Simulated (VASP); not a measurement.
Runs of VASP 6.6.1 on C. The structure is hexagonal, space group P6_3/mmc (No. 194). The conventional cell has a = 2.461 Å, b = 2.461 Å, c = 6.171 Å, α = 90.00°, β = 90.00°, γ = 120.00°. C (site symmetry -6m2) has 3 C at 1.42 Å as nearest neighbours. Around C (site symmetry -6m2) lie 3 C at 1.42 Å. The cell was built by a generator and needn't be a form met in nature.

```tsv
level	potentials or basis	further INCAR settings	gap on the mesh (eV)	pressure (GPa)
PBEsol	VASP PAW PBE potentials, release 64 (C)	ALGO = Fast; EDIFF = 1e-06	0.26	(a)
r2SCAN+rVV10	VASP PAW PBE potentials, release 64 (C)	ALGO = Normal; EDIFF = 1e-06	0.30	0.0
optB86b-vdW	VASP PAW PBE potentials, release 64 (C)	ALGO = Fast; EDIFF = 1e-06	0.27	3.6
r2SCAN	VASP PAW PBE potentials, release 64 (C)	ALGO = Normal; EDIFF = 1e-06	0.31	0.7
optB88-vdW	VASP PAW PBE potentials, release 64 (C)	ALGO = Fast; EDIFF = 1e-06	0.27	3.5
SCAN	VASP PAW PBE potentials, release 64 (C)	ALGO = Normal; EDIFF = 1e-06	0.31	-1.2
LDA	VASP PAW LDA potentials, release 64 (C)	ALGO = Fast; EDIFF = 1e-06	0.26	(b)
rev-vdW-DF2	VASP PAW PBE potentials, release 64 (C)	ALGO = Fast; EDIFF = 1e-06	0.27	2.9
SCAN+rVV10	VASP PAW PBE potentials, release 64 (C)	ALGO = Normal; EDIFF = 1e-06	0.30	-1.7
vdW-DF	VASP PAW PBE potentials, release 64 (C)	ALGO = Fast; EDIFF = 1e-06	0.29	8.8
vdW-DF2	VASP PAW PBE potentials, release 64 (C)	ALGO = Fast; EDIFF = 1e-06	0.28	8.2
```

Alike in all rows: task single point; no spin polarisation; cell as given; k mesh 16 × 16 × 4; cutoff (eV) 520; smearing fermi-dirac 0.05 eV.

Problem. Fill in the values left out.

Solution. (a) 1.5; (b) -4.1.

Caveats: the PAW data sets were made with another functional, which shifts forces and pressure a little (some runs); this functional lacks dispersion, which binds the layers, so the pressure and a relaxed spacing across them are unreliable (some runs).

A k mesh can miss the band edges.

Runs at the PBE level aren't shown here.
